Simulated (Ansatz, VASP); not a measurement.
## Cross-check of As (arsenene bilayer, AB) between VASP and Ansatz

Wanted: the spread between two codes on one cell, functional and k mesh. The structure shown is the start of the Ansatz relaxation below; VASP solves that cell, so the two are compared at the walk's first step.

Program: Ansatz 0.2.0. Level of theory: plane waves, with VASP 6.6.1 beside it; single point at PBE with D3(BJ). Results are calculated unless marked as measured.

## (1) The structure

The cell holds 4 atoms: 4 As. Its edges and angles: a = 3.610 Å, b = 3.610 Å, c = 35.400 Å, α = 90.0°, β = 90.0°, γ = 120.0°. Vacuum lies along c. The height across the vacuum is the one that the program set for its solve, not the one typed.

## (2) Ansatz: relaxation, PBE with D3(BJ)

Ansatz runs on its default PAW (the set named soft_2) files.

The two programs are compared at the cell with which this relaxation starts, whose forces are those of its first step.

File input.yaml:

```yaml
crystal:
  lattice:
    - [3.61, 0.0, 0.0]
    - [-1.805, 3.1263517077, 0.0]
    - [0.0, 0.0, 19.8000000002]
  atoms:
    - { symbol: As, position: [0.6666666667, 0.3333333333, 0.3535353535] }
    - { symbol: As, position: [0.3333333333, 0.6666666667, 0.4242424242] }
    - { symbol: As, position: [0.0, 0.0, 0.5757575758] }
    - { symbol: As, position: [0.6666666667, 0.3333333333, 0.6464646465] }
  periodic: [true, true, false]
kpoints:
  mp_grid: { grid: [9, 9, 1] }
hamiltonian:
  xc: pbe
  dispersion: d3bj
scf:
  occupations: { method: fermi_dirac, width: 0.05 }
relax:
  f_tol: 0.01
  max_steps: 90
  cell: {}
```

Run with:

```bash
ansatz run input.yaml --threads 4 --pin off --max-ram 8192MiB --backend cpu --events-out ev --progress --plain --runs-dir out
```

Numbers of over 12 decimals in the logs are rounded to 6 here.

What it wrote:

```text
Warning: crystal.periodic: the lattice vector that does not repeat stood 0.000° off the slab's normal, 19.800 Å along it as the deck builds it. The run solves the slab on a vector along the normal, 35.400 Å long, with every atom where it was (on the deck's vector they left 14.00 Å outside them, and the widest stretch free of ions among them is 3.00 Å). A fractional position that the run reports is one of the run's ce [...]
crystal.periodic: the lattice vector that does not repeat stood 0.000° off the slab's normal, 19.800 Å along it as the deck builds it. The run solves the slab on a vector along the normal, 35.400 Å long, with every atom where it was (on the deck's vector they left 14.00 Å outside them, and the widest stretch free of ions among them is 3.00 Å). A fractional position that the run reports is one of the run's cell, which [...]
Engine: ansatz 0.2.0, x86_64-unknown-linux-gnu
Pseudopotentials: kind: paw
Pseudopotential: As, paw, valence charge 15, recommended cutoff 420 eV (normal), As.paw.azcp
Functional definition: PBE
  parameter kappa = 0.804
  parameter beta = 0.066725
  exchange = pbe_x(kappa = kappa, mu = beta*pi^2/3)
  correlation = pbe_c(beta = beta)
Crystal: 4 atoms, lattice volume = 399.529 Å³
Basis set: ecut = 420 eV, 7727 PW (Γ), exchange–correlation on 50×50×480 points (8 copies of the dense FFT grid, shifted against one another)
Bands: 36, of which v1, the nominal top of the filled ones, is band 30 counted from 1 (29 counted from 0)
Symmetry: 12 space group operations
Space group: P-3m1 (ITA 164), of the structure as read, at distance tolerance 7.4e-5 Å
k-points: 12 of 81
Non-local potential: As, projectors of the file, l = 0: 2, l = 1: 2, l = 2: 3, l = 3: 1
PAW form: soft (Blöchl's): semilocal exchange-correlation on the pseudo side does not see the compensation charge
PAW one-centre angular grid: As, 590 points (default); XC on 64 Gauss nodes
Initial density: superposition of atomic densities (neutral atoms: chi_scale 0, normalization atom), corrected by the library's trained network
Initial wavefunctions: pseudopotential atomic-orbital guess
Functional: x = pbe(κ = 0.804, μ = 0.219515), c = pbe(β = 0.066725)
SCF iter   1: F=—  HF=-19425.601480 eV  |F-HF|=—  |Δ(HF+E_count)|=         —  Δρ=8.68e-4  dr2=8.57e-3  ethr=1.77e-3  ⟨swp⟩=10.9  Hψ=2212  notcnv=0
preconditioner: auto → Resta (q_TF=auto, 1.989 Å⁻¹)  ε∞=1.9  [insulator: Δε(μ)=0.740 eV  Ē_g=8.754 eV  σ=0.050 eV  W_gap=1.00  n_scr=22 (ndim 8)  ℏωp=8.3 eV  f_vac=0.731  D(μ)=0.00/eV (n_scr^D=0)  ε∞_Penn≈1.9  vacuum switching on, ρ_ref=5.6e-3 e/Å³]
SCF iter   2: F=—  HF=-19425.600157 eV  |F-HF|=—  |Δ(HF+E_count)|=   1.32e-3  Δρ=7.68e-4  dr2=9.19e-3  ethr=1.43e-5  ⟨swp⟩=4.0  Hψ=1186  notcnv=0  defer=12
[...]
SCF iter   6: F=—  HF=-19425.649219 eV  |F-HF|=—  |Δ(HF+E_count)|=   6.28e-6  Δρ=5.95e-6  dr2=9.90e-7  ethr=7.36e-8  ⟨swp⟩=2.7  Hψ=544  notcnv=0
SCF iter   7: F=-19425.649218 eV  HF=-19425.649218 eV  |F-HF|=1.75e-10  |Δ(HF+E_count)|=   2.08e-7  Δρ=1.11e-6  dr2=1.22e-8  ethr=6.67e-10  ⟨swp⟩=6.2  Hψ=1977  notcnv=0
SCF 4 converged in 7 iterations: F = -19425.649218 eV  dr2 = 1.22e-8
relax step   4: F+E_penalty+E_count = -19425.64921840 eV  Δ(F+E_penalty+E_count) = -9.464e-3 eV  max|allowed force component| = 4.598e-2 eV/Å  Δτ_max = 0.0588 Å  P = +0.864 N/m  Ω = 408.345 Å³  energy of the carried Pulay correction = -2.644e-4 eV  fix = [c, alpha, beta]  reactions: c +0.000 N/m  (7 SCF iters, dr2 threshold 4.00e-7 eV, accepted)
[...]
relax step   5: F+E_penalty+E_count = -19425.63545718 eV  Δ(F+E_penalty+E_count) = +1.376e-2 eV  max|allowed force component| = 1.210e-1 eV/Å  Δτ_max = 0.1169 Å  P = -1.205 N/m  Ω = 417.509 Å³  energy of the carried Pulay correction = -5.332e-4 eV  fix = [c, alpha, beta]  (7 SCF iters, dr2 threshold 4.00e-7 eV, rejected (line search))
[...]
relax step   6: F+E_penalty+E_count = -19425.65375111 eV  Δ(F+E_penalty+E_count) = -4.533e-3 eV  max|allowed force component| = 2.741e-3 eV/Å  Δτ_max = 0.0240 Å  P = -0.025 N/m  Ω = 413.011 Å³  energy of the carried Pulay correction = -4.020e-4 eV  fix = [c, alpha, beta]  reactions: c -0.000 N/m  (10 SCF iters, accepted)
[...]
relax step   7: F+E_penalty+E_count = -19425.65419938 eV  Δ(F+E_penalty+E_count) = -4.483e-4 eV  max|allowed force component| = 2.794e-3 eV/Å  Δτ_max = 0.0000 Å  P = -0.021 N/m  Ω = 413.011 Å³  fix = [c, alpha, beta]  reactions: c -0.000 N/m  stress off target by 2.06e-2 N/m on what of the cell is left free  SCF on the basis re-selected at this cell (its energy is not comparable with the rows above)  (7 SCF iters)
basis re-selected at this cell: Δ(F+E_penalty+E_count) = -4.483e-4 eV, ΔP = +0.005 N/m vs the last step (what re-selecting the basis moved, of the pressure what is left beyond the Pulay correction that the steps carried, after the strain that the cell walked since its last selection, with what the two solves' SCF thresholds leave and, on support functions, any second-order correction that the steps lacked; it is no m [...]
SCF converged after 7 iterations
Free energy (F): -19425.654199 eV
Harris-Foulkes:  -19425.654199 eV  (|F-HF|=2.29e-10)
Internal energy: -19425.649583 eV  (E = F + TS)
E sigma→0 (E₀):  -19425.651891 eV
Entropy (-TS):   -0.004616 eV (-1.154 meV/atom)
Fermi energy:    -4.173121 eV
--- Per-component energies (eV) ---
  E_band       = -1833.204896
  E_kinetic    = 409.589968
  E_local      = -190807.774886  (includes V_loc(G=0)·N_el)
  E_nonlocal   = -2682.835524
  E_hartree    = 95315.932205
  E_xc         = -316.393014
  E_vxc        = -316.021144  (∫ρ·V_xc dr)
  E_paw        = -7338.352404  (= ΣΔE_a)
  E_vpaw       = 931.972655  (= ΣTr[D̂ρ^β])
  E_aug_tail   = 0.000027  (compensation charges beyond the density's cutoff)
  E_ewald      = 85995.398572
  E_disp       = -1.214528  (pairwise vdW)
  E_smearing   = -0.004616  (= −TS)
  E_closure    = -0.000000  (closes the sum)
  Σ components = -19425.654199   (vs F -19425.654199, Δ=0.00e0)
--- Forces (eV/Å), atoms counted from 1 ---
  atom   1  As     0.00000000    -0.00000000     0.00279434
  atom   2  As     0.00000000     0.00000000     0.00213219
  atom   3  As     0.00000000    -0.00000000    -0.00213219
  atom   4  As    -0.00000000     0.00000000    -0.00279434
  max |Σ_I F_I| component: 8.67e-19 eV/Å
--- 2D stress c σ (N/m, compression-positive) ---
       -0.020601      -0.000000       0.000000
       -0.000000      -0.020601       0.000000
        0.000000       0.000000      -0.000000
  P = ½ c Tr σ = -0.0206 N/m
--- Relaxed structure (6 steps of the walk, 5 accepted, 1 SCFs on fresh bases) ---
  F+E_penalty+E_count = -19425.65419938 eV   max|allowed force component| = 2.794e-3 eV/Å   (the final SCF, on the basis selected at the relaxed cell)
  cell:  # Å, volume = 413.0112 Å³
    - [3.670405, 0.0, 0]
    - [-1.835202, 3.178664, 0]
    - [0, 0, 35.400000]
  atoms:
    - { symbol: As, position: [0.666667, 0.333333, 0.209972] }
    - { symbol: As, position: [0.333333, 0.666667, 0.247973] }
    - { symbol: As, position: [-1.1564823173717237e-17, -3.700743415363335e-17, 0.311349] }
    - { symbol: As, position: [0.666667, 0.333333, 0.349350] }
```

The column dr2 measures how far the density is from self-consistency, as an energy; F and HF (Harris–Foulkes) agree once it is small.

## (3) VASP: single point, PBE with D3(BJ), start cell

The same cell, functional, mesh and smearing now go to VASP, with its own data sets.

Lines of VASP's logs that name or quote its potential files are left out, and so is its time.

File INCAR:

```
SYSTEM = As
PREC = Accurate
ENCUT = 400
EDIFF = 1E-06
NELM = 120
ISMEAR = -1
SIGMA = 0.05
LREAL = .FALSE.
ALGO = Normal
GGA = PE
IVDW = 12
NBANDS = 16
LORBIT = 11
LWAVE = .FALSE.
LCHARG = .FALSE.
ISIF = 2
LDIPOL = .TRUE.
IDIPOL = 3
DIPOL = 0.5 0.5 0.28
LVHAR = .TRUE.
LASPH = .TRUE.
GGA_COMPAT = .FALSE.
EFERMI = MIDGAP
NELMDL = -8
```

File POSCAR:

```
As
1.0
    3.6100000000      0.0000000000      0.0000000000
   -1.8050000000      3.1263520000      0.0000000000
    0.0000000000      0.0000000000     35.4000000000
As
4
Direct
    0.6666666134      0.3333332267      0.1977401130
    0.3333332267      0.6666664534      0.2372881356
    0.0000000000      0.0000000000      0.3220338983
    0.6666666134      0.3333332267      0.3615819209
```

File KPOINTS:

```
Automatic mesh
0
Gamma
9 9 1
0 0 0
```

The projector-augmented-wave data sets are As (PBE family, release 64).

Run with:

```bash
mpirun -np 1 vasp_std
```

What it wrote:

```text
[banner, memory and clock lines left out]
running    1 mpi-ranks, on    1 nodes
 distrk:  each k-point on    1 cores,    1 groups
 distr:  one band on    1 cores,    1 groups

 POSCAR found type information on POSCAR As
 POSCAR found :  1 types and       4 ions
 LDA part: xc-table for (Slater+PW92), standard interpolation
 POSCAR, INCAR and KPOINTS ok, starting setup
 FFT: planning ... GRIDC
 FFT: planning ... GRID_SOFT
 FFT: planning ... GRID
 WAVECAR not read
 entering main loop
       N       E                     dE             d eps       ncg     rms          rms(c)
DAV:   1     0.127039895373E+03    0.12704E+03   -0.52320E+03   384   0.693E+02
DAV:   2    -0.354207003918E+01   -0.13058E+03   -0.12351E+03   624   0.133E+02
DAV:   3    -0.183954306006E+02   -0.14853E+02   -0.14773E+02   552   0.565E+01
DAV:   4    -0.187117848311E+02   -0.31635E+00   -0.31573E+00   512   0.103E+01
DAV:   5    -0.187184963206E+02   -0.67115E-02   -0.67098E-02   504   0.138E+00
DAV:   6    -0.187187149677E+02   -0.21865E-03   -0.21864E-03   544   0.244E-01
DAV:   7    -0.187187192851E+02   -0.43174E-05   -0.43177E-05   504   0.296E-02
DAV:   8    -0.187187194507E+02   -0.16563E-06   -0.16562E-06   464   0.578E-03    0.463E+00
DAV:   9    -0.186550871665E+02    0.63632E-01   -0.34304E-02   480   0.939E-01    0.276E+00
DAV:  10    -0.186209014860E+02    0.34186E-01   -0.72356E-02   504   0.141E+00    0.154E-01
DAV:  11    -0.186214181197E+02   -0.51663E-03   -0.21067E-03   496   0.246E-01    0.568E-02
DAV:  12    -0.186214278342E+02   -0.97145E-05   -0.25449E-04   520   0.947E-02    0.239E-02
DAV:  13    -0.186213977101E+02    0.30124E-04   -0.82269E-05   512   0.393E-02    0.102E-02
DAV:  14    -0.186214105602E+02   -0.12850E-04   -0.26388E-05   512   0.197E-02    0.616E-03
DAV:  15    -0.186214628794E+02   -0.52319E-04   -0.87830E-06   440   0.112E-02    0.322E-03
DAV:  16    -0.186215293237E+02   -0.66444E-04   -0.16175E-05   440   0.119E-02    0.179E-03
DAV:  17    -0.186215484623E+02   -0.19139E-04   -0.15157E-06   440   0.392E-03    0.118E-03
DAV:  18    -0.186215730572E+02   -0.24595E-04   -0.11037E-06   416   0.328E-03    0.548E-04
DAV:  19    -0.186215823539E+02   -0.92968E-05   -0.18153E-07   416   0.118E-03    0.396E-04
DAV:  20    -0.186215895240E+02   -0.71701E-05   -0.19085E-07   376   0.106E-03    0.190E-04
DAV:  21    -0.186215914481E+02   -0.19241E-05   -0.33972E-08   328   0.426E-04    0.104E-04
DAV:  22    -0.186215923421E+02   -0.89403E-06   -0.20006E-08   312   0.299E-04
   1 F= -.19729772E+02 E0= -.19729718E+02  d E =-.107028E-03
```

Parts of OUTCAR (step 3):

```text
ion  position               nearest neighbor table
   1  0.667  0.333  0.198-   2 2.51   2 2.51   2 2.51
   2  0.333  0.667  0.237-   1 2.51   1 2.51   1 2.51
   3  0.000  0.000  0.322-   4 2.51   4 2.51   4 2.51
   4  0.667  0.333  0.362-   3 2.51   3 2.51   3 2.51

  LATTYP: Found a hexagonal cell.
 ALAT       =     3.6100000000
 C/A-ratio  =     9.8060941828

 Subroutine GETGRP returns: Found 12 space group operations
 (whereof  6 operations were pure point group operations)

The static configuration has the point symmetry C_3v.
 The point group associated with its full space group is D_3d.

 Found     12 irreducible k-points:

   k-points           NKPTS =     12   k-points in BZ     NKDIM =     12   number of bands    NBANDS=     16

   dimension x,y,z NGX =    24 NGY =   24 NGZ =  240
   dimension x,y,z NGXF=    48 NGYF=   48 NGZF=  480

   ENCUT  =  400.0 eV  29.40 Ry    5.42 a.u.   5.89  5.89 57.73*2*pi/ulx,y,z

   NELECT =      20.0000    total number of electrons

 k-points in reciprocal lattice and weights: Automatic mesh
   0.00000000  0.00000000  0.00000000       0.012
   0.11111111  0.00000000  0.00000000       0.074
   0.22222222  0.00000000  0.00000000       0.074
   0.33333333  0.00000000  0.00000000       0.074
   0.44444444  0.00000000  0.00000000       0.074
   0.11111111  0.11111111  0.00000000       0.074
   0.22222222  0.11111111  0.00000000       0.148
   0.33333333  0.11111111  0.00000000       0.148
   0.44444444  0.11111111  0.00000000       0.074
   0.22222222  0.22222222  0.00000000       0.074
   0.33333333  0.22222222  0.00000000       0.148
   0.33333333  0.33333333  0.00000000       0.025

 dipolmoment           0.000000      0.000000      0.000001 electrons x Angstroem

 average (electrostatic) potential at core
       1 -57.4700       2 -57.5088       3 -57.5088       4 -57.4700

 E-fermi :  -2.3407

 k-point     1 :       0.0000    0.0000    0.0000
  band No.  band energies     occupation
    ...
      6      -3.2784      2.00000
      7      -3.2784      2.00000
      8      -3.2356      2.00000
      9      -3.2356      2.00000
     10      -2.8476      1.99992
     11      -1.4586      0.00000
     12      -0.6548      0.00000
     13       0.0666      0.00000
     14       0.0666      0.00000
     15       0.3526      0.00000
    ...

 k-point     2 :       0.1111    0.0000    0.0000
  band No.  band energies     occupation
    ...
      6      -4.5388      2.00000
      7      -4.2693      2.00000
      8      -3.6504      2.00000
      9      -3.5469      2.00000
     10      -2.7005      1.99850
     11      -0.8200      0.00000
     12      -0.3401      0.00000
     13       0.1498      0.00000
     14       0.3877      0.00000
     15       0.6433      0.00000
    ...

 k-point     3 :       0.2222    0.0000    0.0000
  band No.  band energies     occupation
    ...
      6      -5.9583      2.00000
      7      -4.3148      2.00000
      8      -4.1835      2.00000
      9      -4.1719      2.00000
     10      -3.0859      2.00000
     11      -1.4331      0.00000
     12      -1.0024      0.00000
     13       0.7991      0.00000
     14       0.8918      0.00000
     15       1.2621      0.00000
    ...

 Edisp (eV)   -1.10818

  Total      -0.39370    -0.39370    -0.69217     0.00000    -0.00000     0.00000
  in kB      -1.57881    -1.57881    -2.77570     0.00000    -0.00000     0.00000
  external pressure =       -1.98 kB  Pullay stress =        0.00 kB

  energy-cutoff  :      400.00
  volume of cell :      399.53
      direct lattice vectors                 reciprocal lattice vectors
     3.610000000  0.000000000  0.000000000     0.277008310  0.159930808  0.000000000
    -1.805000000  3.126352000  0.000000000     0.000000000  0.319861615  0.000000000
     0.000000000  0.000000000 35.400000000     0.000000000  0.000000000  0.028248588

 POSITION                                       TOTAL-FORCE (eV/Angst)
 -----------------------------------------------------------------------------------
      1.80500      1.04212      7.00000         0.000000      0.000000      0.170267
      0.00000      2.08423      8.40000        -0.000000      0.000000     -0.103103
      0.00000      0.00000     11.40000         0.000000     -0.000000      0.103103
      1.80500      1.04212     12.80000        -0.000000     -0.000000     -0.170267
 -----------------------------------------------------------------------------------
    total drift:                               -0.000000      0.000264     -0.000078

  FREE ENERGIE OF THE ION-ELECTRON SYSTEM (eV)
  ---------------------------------------------------
  free  energy   TOTEN  =       -19.7297716127 eV

  energy  without entropy=      -19.7296645851  energy(sigma->0) =      -19.72971810

 vacuum level on the upper side and lower side of the slab         2.118         2.118

 total charge
# of ion       s       p       d       tot
------------------------------------------
    1        1.295   1.371   0.040   2.707
    2        1.301   1.363   0.043   2.706
    3        1.301   1.363   0.043   2.706
    4        1.295   1.371   0.040   2.707
--------------------------------------------------
tot          5.192   5.468   0.167  10.826

[... 3 further parts left out ...]
```

## (4) Comparison

Known differences besides the potentials themselves: Ansatz cuts the interaction across the vacuum, VASP repeats the sheet with a dipole correction; the data sets hold 60 valence electrons in Ansatz (on its default PAW (the set named soft_2) files) and 20 in VASP; the cutoff is 420 eV in Ansatz and 400 eV in VASP. Total energies have different zeros and are not compared.

Forces (eV/Å; atoms numbered as in POSCAR):

```tsv
atom	Ansatz x, y, z	VASP x, y, z
As1	0.000, 0.000, 0.251	0.000, 0.000, 0.170
As2	0.000, 0.000, -0.186	0.000, 0.000, -0.103
As3	0.000, 0.000, 0.186	0.000, 0.000, 0.103
As4	0.000, 0.000, -0.251	0.000, 0.000, -0.170
```

The forces differ by 47 meV/Å r.m.s., which is 58.1 % of the r.m.s. force of 0.081 eV/Å (both taken over all components). With vacuum in the cell, a pressure given here is an average over mostly empty space and none of the material.

## (5) Further runs

Further runs change the set-up of one program: Ansatz's method, potentials or start, or VASP's data sets, cutoff or form of LDA. The table gives that difference for each run.

```tsv
run	r.m.s. force difference (meV/Å)
as above	47
VASP with the data sets As_d and a cutoff of 520 eV	13
```

## (6) Outcome

```yaml
r_m_s_force_difference_single_point_pbe_with_d3_bj_start_cell: 47 meV/Å
```

**Reading.** The r.m.s. force difference is 47 meV/Å (single point, PBE with D3(BJ), start cell), beyond the 12 meV/Å picked in this series as the mark of a large difference. The data sets hold unlike numbers of valence electrons (60 in Ansatz and 20 in VASP), so part of the differences comes from the potentials. Single point, PBE with D3(BJ), start cell, VASP with the data sets As_d and a cutoff of 520 eV: r.m.s. force difference goes from 47 to 13 meV/Å. Such differences can come from data sets, numerical settings and the points named under the comparisons, not from the functional's error against experiment.

[Lines on the potential files, build, host, timing and source positions are cut from VASP's logs without a mark.]

[Logs are printed without paths, hosts, clocks, repeated set-up lines and the standing remarks that a program may print on its own settings, such as how far it seeks lower states.]

[Hosts, paths, dates, database ids (printed as entryN), source tags and the programs' standing remarks are cut or masked in the printed files.]
